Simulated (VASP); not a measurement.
Crystal: NiMoIrPdW.

```
Ni Mo Pd Ir W
1.0
     2.34460   -1.43138    0.00906
     2.34460    1.43138    0.00906
    -2.20600    0.00000   10.92374
Ni Mo Pd Ir W
1 1 1 1 1
Direct
  0.49838 0.49838 0.29525
  0.31773 0.31773 0.91207
  0.24733 0.24733 0.49061
  0.74982 0.74982 0.10802
  0.68673 0.68673 0.69406
```

The cell was built by a generator and needn't be a form met in nature.

```yaml
Program: VASP 6.6.1
Task: relaxation of cell and atoms
Functional: vdW-DF-cx
Potentials_or_basis: VASP PAW PBE potentials, release 64 (Ni, Mo_sv, Pd, Ir, W_sv)
Cutoff: 600 eV
k_mesh: 11 × 11 × 3
Occupations: fermi-dirac, width 0.05 eV
Spin: collinear spin, ferromagnetic start
Starting_moments: "[1.0, 1.0, 0.0, 0.6, 0.0] μB"
```

At the start: pressure -6.9 GPa; volume 14.68 Å³/atom.

Problem. Where does the relaxation end?

Solution. Over 50 steps the energy falls by 9.9 meV/atom and the volume is 14.26 Å³/atom (-2.8 %); space group Cm (No. 8, to 0.05 Å); moment 0.00 μB per cell.

The path:
| step | energy change (eV) | largest force (eV/Å) | pressure (GPa) | volume (Å³) |
| --- | --- | --- | --- | --- |
| 1 | 0.0000 | 0.0530 | -6.91 | 73.38 |
| 3 | -0.0441 | 0.1944 | -0.09 | 71.45 |
| 5 | 0.0234 | 0.3932 | 9.84 | 69.11 |
| 7 | -0.0466 | 0.0901 | 0.12 | 71.29 |
| 9 | -0.0475 | 0.0747 | -0.41 | 71.43 |
| 11 | -0.0481 | 0.0488 | -0.42 | 71.41 |
| 13 | -0.0484 | 0.0470 | -0.17 | 71.31 |
| 15 | -0.0484 | 0.0500 | -0.08 | 71.30 |
| 17 | -0.0487 | 0.0384 | 0.39 | 71.18 |
| 19 | -0.0489 | 0.0564 | 0.10 | 71.26 |
| 21 | -0.0491 | 0.0522 | 0.00 | 71.30 |
| 23 | -0.0493 | 0.0260 | -0.24 | 71.37 |
| 25 | -0.0494 | 0.0306 | -0.05 | 71.28 |
| 27 | -0.0494 | 0.0329 | 0.07 | 71.27 |
| 29 | -0.0494 | 0.0314 | 0.14 | 71.28 |
| 31 | -0.0494 | 0.0222 | -0.09 | 71.32 |
| 33 | -0.0494 | 0.0218 | -0.11 | 71.35 |
| 35 | -0.0494 | 0.0220 | -0.16 | 71.33 |
| 37 | -0.0495 | 0.0378 | 0.05 | 71.28 |
| 39 | -0.0495 | 0.0253 | -0.01 | 71.30 |
| 41 | -0.0496 | 0.0145 | 0.11 | 71.27 |
| 43 | -0.0496 | 0.0131 | 0.11 | 71.26 |
| 45 | -0.0497 | 0.0104 | -0.02 | 71.31 |
| 47 | -0.0497 | 0.0097 | -0.20 | 71.34 |
| 49 | -0.0497 | 0.0093 | -0.14 | 71.33 |
| 50 | -0.0497 | 0.0094 | -0.05 | 71.32 |

Final structure:
```xyz
5
Lattice="2.3369 -1.4032 0.0162 2.3369 1.4032 0.0162 -2.1651 0.0000 10.8597" Properties=species:S:1:pos:R:3 pbc="T T T"
Ni    1.6823    0.0000    3.2331
Mo   -0.4641    0.0000    9.9183
Pd    0.1010    0.0000    5.3220
Ir    3.2689    0.0000    1.2119
W     1.6835    0.0000    7.5453
```

Caveat: the PAW data sets were made with another functional, which shifts forces and pressure a little.
